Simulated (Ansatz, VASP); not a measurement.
# WS2 in two plane-wave programs, part 2 of 2

Wanted: the spread between two codes on one cell, functional and k mesh. The cell is taken from a series of runs on this material, whose earlier steps may have relaxed, scaled, displaced or heated it; both programs get it as it stands.

VASP 6.6.1 and Ansatz 0.2.0.

So far. Step 4 (Side by side): The forces differ by 10 meV/Å r.m.s., which is 3.1 % of the r.m.s. force of 0.334 eV/Å (both taken over all components). With vacuum in the cell, a pressure given here is an average over mostly empty space and none of the material.

## Step 5: VASP: single point, PBEsol, pair 2

Level of this step: PBEsol, no spin polarisation; plane waves and PAW (W, S) (VASP).

With cell and atoms fixed, the geometry can't cause a difference; cores, projectors, grids and the points listed under the comparison can.

INCAR

```
SYSTEM = WS2
PREC = Accurate
ENCUT = 520
EDIFF = 1E-06
NELM = 120
ISMEAR = 1
SIGMA = 0.2
LREAL = .FALSE.
ALGO = Normal
GGA = PS
NBANDS = 24
LASPH = .TRUE.
LORBIT = 11
LWAVE = .FALSE.
LCHARG = .FALSE.
ISIF = 2
LDIPOL = .TRUE.
IDIPOL = 3
DIPOL = 0.5 0.5 0.339
LVHAR = .TRUE.
GGA_COMPAT = .FALSE.
NELMDL = -8
KPAR = 2
```

POSCAR

```
WS2
1.0
    3.1452997703      0.0000000000      0.0000000000
    0.0000000000      5.4478190071      0.0000000000
    0.0000000000      0.0000000000     29.5040000000
W S
2 4
Direct
    1.0000000000      0.0146844660      0.3389194831
    0.5000000000      0.4853155340      0.3389547034
    1.0000000000      0.3339979449      0.3943473543
    0.5000000000      0.8326687218      0.3913099097
    0.5000000000      0.1660020551      0.2835268322
    1.0000000000      0.6673312782      0.2865642768
```

KPOINTS

```
Automatic mesh
0
Gamma
12 8 1
0 0 0
```

PAW data sets: W and S (PBE family, release 64).

Started as:

```
$ mpirun -np 2 vasp_std
```

Numbers of over 12 decimals in the logs are rounded to 6 here.

Output:

```text
[banner, memory and clock lines left out]
running    2 mpi-ranks, on    1 nodes
[...]
[... a notice as in an earlier step ...]

 LDA part: xc-table for (Slater+PW92), standard interpolation
 POSCAR, INCAR and KPOINTS ok, starting setup
[...]
entering main loop
       N       E                     dE             d eps       ncg     rms          rms(c)
DAV:   1     0.300662391594E+03    0.30066E+03   -0.11455E+04  1680   0.107E+03
DAV:   2    -0.185830217872E+01   -0.30252E+03   -0.29252E+03  2736   0.208E+02
DAV:   3    -0.503782506468E+02   -0.48520E+02   -0.48166E+02  2176   0.989E+01
DAV:   4    -0.517435152096E+02   -0.13653E+01   -0.13580E+01  2376   0.211E+01
[...]
DAV:  27    -0.489437189654E+02   -0.50864E-05   -0.13226E-07  1288   0.987E-04    0.190E-03
DAV:  28    -0.489437202584E+02   -0.12930E-05   -0.25794E-08  1248   0.563E-04    0.366E-04
DAV:  29    -0.489437211009E+02   -0.84250E-06   -0.21034E-08  1216   0.452E-04
   1 F= -.48943721E+02 E0= -.48945022E+02  d E =0.390267E-02
```

OUTCAR, selected parts (step 5):

```text
  Total       -1.1745884      0.3481557     -0.1254190      0.0000000      0.2461509      0.0000000
  in kB       -3.7224654      1.1033630     -0.3974735      0.0000000      0.7800930      0.0000000
  external PRESSURE =      -1.0055253 kB  Pullay stress =       0.0000000 kB

 POSITION                                       TOTAL-FORCE (eV/Angst)
 -----------------------------------------------------------------------------------
      0.00000      0.08000      9.99948         0.000000      1.338927     -0.085971
      1.57265      2.64391     10.00052         0.000000     -1.338927      0.085971
      0.00000      1.81956     11.63482         0.000000      0.064465      0.137770
      1.57265      4.53623     11.54521         0.000000      0.011886     -0.170449
      1.57265      0.90435      8.36518         0.000000     -0.064465     -0.137770
      0.00000      3.63550      8.45479         0.000000     -0.011886      0.170449
 -----------------------------------------------------------------------------------
    total drift:                               -0.000000     -0.000001      0.000048

  FREE ENERGIE OF THE ION-ELECTRON SYSTEM (eV)
  ---------------------------------------------------
  free  energy   TOTEN  =       -48.9437211009 eV

  energy  without entropy=      -48.9476237704  energy(sigma->0) =      -48.94502199

[... 2 parts as in an earlier step ...]

[... 1 further part left out ...]
[key lines of the parts left out:]
E-fermi :  -2.6293
```

The run ends at a pressure of -0.10 GPa, with forces up to 1.3 eV/Å.

## Step 6: Ansatz: single point, PBEsol, pair 2

The same cell, functional, mesh and smearing now go to Ansatz, which takes its cutoff from its data sets.

The cell is taken from a series of runs on this material, whose earlier steps may have relaxed, scaled, displaced or heated it; both programs get it as it stands.

input.yaml

```yaml
crystal:
  lattice:
    - [3.1452997703, 0.0, 0.0]
    - [0.0, 5.4478190071, 0.0]
    - [0.0, 0.0, 29.504]
  atoms:
    - { symbol: W, position: [0.0, 0.014684466, 0.3389194831] }
    - { symbol: W, position: [0.5, 0.485315534, 0.3389547034] }
    - { symbol: S, position: [1.0, 0.3339979449, 0.3943473543] }
    - { symbol: S, position: [0.5, 0.8326687218, 0.3913099097] }
    - { symbol: S, position: [0.5, 0.1660020551, 0.2835268322] }
    - { symbol: S, position: [1.0, 0.6673312782, 0.2865642768] }
  periodic: [true, true, false]
kpoints:
  mp_grid: { grid: [12, 8, 1] }
hamiltonian:
  xc: pbesol
  pseudopotentials: { kind: paw, azcp: { folder: soft_1 }, xc_functional: pbe }
scf:
  occupations: { method: methfessel_paxton, width: 0.2 }
output:
  forces: true
  stress: true
  eigenvalues: true
```

Started as:

```
$ ansatz run input.yaml --threads 4 --pin off --max-ram 16384MiB --backend cpu --events-out ev --progress --plain --runs-dir out
```

Output:

```text
[...]
Crystal: 6 atoms, lattice volume = 505.552 Å³
Basis set: ecut = 420 eV, 9915 PW (Γ), exchange–correlation on 48×80×400 points (8 copies of the dense FFT grid, shifted against one another)
Bands: 32, of which v1, the nominal top of the filled ones, is band 26 counted from 1 (25 counted from 0)
Symmetry: 4 space group operations
[...]
k-points: 35 of 96
[...]
k-point 0: bands = [... 22 lower, -6.7505, -6.0269, -5.6785, -5.6014, -5.2960, -5.2787, -2.9394, -2.5005, ... 2 higher]
  k-point 1: bands = [... 22 lower, -6.7777, -6.2987, -6.0628, -5.9446, -5.0028, -4.9156, -3.0351, -2.7655, ... 2 higher]
  k-point 2: bands = [... 22 lower, -7.0458, -6.8637, -6.5261, -6.0316, -4.8049, -4.5266, -3.2623, -3.2235, ... 2 higher]
  k-point 34: bands = [... 22 lower, -7.2877, -7.2877, -6.7721, -6.7721, -2.9973, -2.9973, -2.4490, -2.4490, ... 2 higher]
[key lines of the parts left out:]
SCF converged after 9 iterations
Free energy (F): -24058.465942 eV
Fermi energy:    -5.066771 eV
P = ½ c Tr σ = -0.0364 N/m
```

## Step 7: Differences

What differs besides the data sets and the points named for the pairs above, as far as they apply: the data sets hold 52 valence electrons in Ansatz (on its PAW soft_1 files) and 36 in VASP. Total energies have different zeros and are not compared.

Forces (eV/Å; atoms numbered as in POSCAR):

| atom | Ansatz x, y, z | VASP x, y, z |
| --- | --- | --- |
| W1 | 0.000, 1.320, -0.087 | 0.000, 1.339, -0.086 |
| W2 | 0.000, -1.320, 0.087 | 0.000, -1.339, 0.086 |
| S3 | 0.000, 0.067, 0.162 | 0.000, 0.064, 0.138 |
| S4 | 0.000, 0.011, -0.152 | 0.000, 0.012, -0.170 |
| S5 | 0.000, -0.067, -0.162 | 0.000, -0.064, -0.138 |
| S6 | 0.000, -0.011, 0.152 | 0.000, -0.012, 0.170 |

The forces differ by 12 meV/Å r.m.s., which is 2.6 % of the r.m.s. force of 0.454 eV/Å (both taken over all components). With vacuum in the cell, a pressure given here is an average over mostly empty space and none of the material.

## Step 8: Ansatz: single point, PBEsol, pair 3

A single point gives forces, pressure and levels at one fixed geometry, so differences don't come from the geometry; what else differs is listed under the comparison.

The cell is taken from a series of runs on this material, whose earlier steps may have relaxed, scaled, displaced or heated it; both programs get it as it stands.

input.yaml, the sections that differ from step 6:

```yaml
crystal:
  lattice:
    - [3.1452997703, 0.0, 0.0]
    - [0.0, 5.4478190071, 0.0]
    - [0.0, 0.0, 29.504]
  atoms:
    - { symbol: W, position: [0.0, 0.0256978154, 0.3389062755] }
    - { symbol: W, position: [0.5, 0.4743021846, 0.338967911] }
    - { symbol: S, position: [1.0, 0.3344964036, 0.3954863961] }
    - { symbol: S, position: [0.5, 0.8321702631, 0.390170868] }
    - { symbol: S, position: [0.5, 0.1655035964, 0.2823877905] }
    - { symbol: S, position: [1.0, 0.6678297369, 0.2877033186] }
  periodic: [true, true, false]
output:
  forces: true
  stress: true
  eigenvalues: true
  write_density: true
  write_potential: true
  elf: true
  volumetric_format: npy
# kpoints, hamiltonian, scf: as in step 6
```

Output:

```text
[...]
Crystal: 6 atoms, lattice volume = 505.552 Å³
Basis set: ecut = 420 eV, 9915 PW (Γ), exchange–correlation on 48×80×400 points (8 copies of the dense FFT grid, shifted against one another)
Bands: 32, of which v1, the nominal top of the filled ones, is band 26 counted from 1 (25 counted from 0)
Symmetry: 4 space group operations
[...]
k-points: 35 of 96
[...]
k-point 0: bands = [... 22 lower, -6.7597, -6.0760, -5.6726, -5.4343, -5.3786, -5.3162, -2.7722, -2.6201, ... 2 higher]
  k-point 1: bands = [... 22 lower, -6.7886, -6.2400, -6.0411, -5.9568, -5.0303, -4.9935, -2.8642, -2.8254, ... 2 higher]
  k-point 2: bands = [... 22 lower, -6.9325, -6.8832, -6.4785, -6.0760, -4.9133, -4.7066, -3.2015, -2.9960, ... 2 higher]
  k-point 34: bands = [... 22 lower, -7.3291, -7.3291, -6.7951, -6.7951, -2.9583, -2.9583, -2.4403, -2.4403, ... 2 higher]
[key lines of the parts left out:]
SCF converged after 8 iterations
Free energy (F): -24058.634198 eV
Fermi energy:    -5.357703 eV
P = ½ c Tr σ = 0.2782 N/m
```

## Step 9: VASP: single point, PBEsol, pair 3

The same cell, functional, mesh and smearing now go to VASP, with its own data sets.

INCAR is that of step 5.

POSCAR

```
WS2
1.0
    3.1452997703      0.0000000000      0.0000000000
    0.0000000000      5.4478190071      0.0000000000
    0.0000000000      0.0000000000     29.5040000000
W S
2 4
Direct
    1.0000000000      0.0256978154      0.3389062755
    0.5000000000      0.4743021846      0.3389679110
    1.0000000000      0.3344964036      0.3954863961
    0.5000000000      0.8321702631      0.3901708680
    0.5000000000      0.1655035964      0.2823877905
    1.0000000000      0.6678297369      0.2877033186
```

KPOINTS is that of step 5.

Started as:

```
$ mpirun -np 2 vasp_std
```

Output:

```text
[... set-up lines as in an earlier step ...]
 entering main loop
       N       E                     dE             d eps       ncg     rms          rms(c)
DAV:   1     0.300884416203E+03    0.30088E+03   -0.11455E+04  1680   0.107E+03
DAV:   2    -0.213876211091E+01   -0.30302E+03   -0.29281E+03  2744   0.208E+02
DAV:   3    -0.505314877209E+02   -0.48393E+02   -0.48076E+02  2144   0.990E+01
DAV:   4    -0.518937987105E+02   -0.13623E+01   -0.13550E+01  2400   0.210E+01
[...]
DAV:  27    -0.491147493559E+02   -0.33122E-05   -0.70726E-08  1288   0.898E-04    0.870E-04
DAV:  28    -0.491147508658E+02   -0.15098E-05   -0.36141E-08  1280   0.661E-04    0.261E-04
DAV:  29    -0.491147516018E+02   -0.73599E-06   -0.17484E-08  1200   0.438E-04
   1 F= -.49114752E+02 E0= -.49115622E+02  d E =0.261119E-02
```

OUTCAR, selected parts (step 9):

```text
  Total       -1.5709899      1.3998342     -0.3107715      0.0000000      0.5352495      0.0000000
  in kB       -4.9787276      4.4363069     -0.9848865      0.0000000      1.6962943      0.0000000
  external PRESSURE =      -0.5091024 kB  Pullay stress =       0.0000000 kB

 POSITION                                       TOTAL-FORCE (eV/Angst)
 -----------------------------------------------------------------------------------
      0.00000      0.14000      9.99909         0.000000      1.049487     -0.307824
      1.57265      2.58391     10.00091         0.000000     -1.049487      0.307824
      0.00000      1.82228     11.66843         0.000000      0.148891      0.108423
      1.57265      4.53351     11.51160         0.000000      0.013324     -0.206493
      1.57265      0.90163      8.33157         0.000000     -0.148891     -0.108423
      0.00000      3.63822      8.48840         0.000000     -0.013324      0.206493
 -----------------------------------------------------------------------------------
    total drift:                                0.000000      0.000002      0.000068

  FREE ENERGIE OF THE ION-ELECTRON SYSTEM (eV)
  ---------------------------------------------------
  free  energy   TOTEN  =       -49.1147516018 eV

  energy  without entropy=      -49.1173627925  energy(sigma->0) =      -49.11562200

[... 2 parts as in an earlier step ...]

[... 1 further part left out ...]
[key lines of the parts left out:]
E-fermi :  -2.9178
```

The run ends at a pressure of -0.05 GPa, with forces up to 1.1 eV/Å.

## Step 10: Comparison

What differs besides the data sets and the points named for the pairs above, as far as they apply: the data sets hold 52 valence electrons in Ansatz (on its PAW soft_1 files) and 36 in VASP. Total energies have different zeros and are not compared.

Forces (eV/Å; atoms numbered as in POSCAR):

| atom | Ansatz x, y, z | VASP x, y, z |
| --- | --- | --- |
| W1 | 0.000, 1.023, -0.308 | 0.000, 1.049, -0.308 |
| W2 | 0.000, -1.023, 0.308 | 0.000, -1.049, 0.308 |
| S3 | 0.000, 0.152, 0.134 | 0.000, 0.149, 0.108 |
| S4 | 0.000, 0.012, -0.189 | 0.000, 0.013, -0.206 |
| S5 | 0.000, -0.152, -0.134 | 0.000, -0.149, -0.108 |
| S6 | 0.000, -0.012, 0.189 | 0.000, -0.013, 0.206 |

The forces differ by 14 meV/Å r.m.s., which is 3.7 % of the r.m.s. force of 0.376 eV/Å (both taken over all components). With vacuum in the cell, a pressure given here is an average over mostly empty space and none of the material.

## Step 11: Further runs

Further runs change the set-up of one program: Ansatz's method, potentials or start, or VASP's data sets, cutoff or form of LDA. The table gives that difference for each run.

| run | r.m.s. force difference (meV/Å) |
| --- | --- |
| as above | 14 |
| VASP with the data sets W_sv and S and a cutoff of 400 eV | 8.6 |

## Step 12: Summary of results

| Quantity | Value |
| --- | --- |
| r.m.s. force difference (single point, PBEsol, pair 1) | 3.1 % of the r.m.s. force |
| r.m.s. force difference (single point, PBEsol, pair 2) | 2.6 % of the r.m.s. force |
| r.m.s. force difference (single point, PBEsol, pair 3) | 3.7 % of the r.m.s. force |

**Reading.** The r.m.s. force difference is 3.7 % of the r.m.s. force (single point, PBEsol, pair 3), beyond the 3 % picked in this series as the mark of a large difference. The data sets hold unlike numbers of valence electrons (52 in Ansatz and 36 in VASP), so part of the differences comes from the potentials. Single point, PBEsol, pair 3, VASP with the data sets W_sv and S and a cutoff of 400 eV: r.m.s. force difference goes from 14 to 8.6 meV/Å. 5 further runs of this series are not shown here. Such differences can come from data sets, numerical settings and the points named under the comparisons, not from the functional's error against experiment.

[Lines on the potential files, build, host, timing and source positions are cut from VASP's logs without a mark.]

[Logs are printed without paths, hosts, clocks, repeated set-up lines and the standing remarks that a program may print on its own settings, such as how far it seeks lower states.]

[Hosts, paths, dates, database ids (printed as entryN), source tags and the programs' standing remarks are cut or masked in the printed files.]
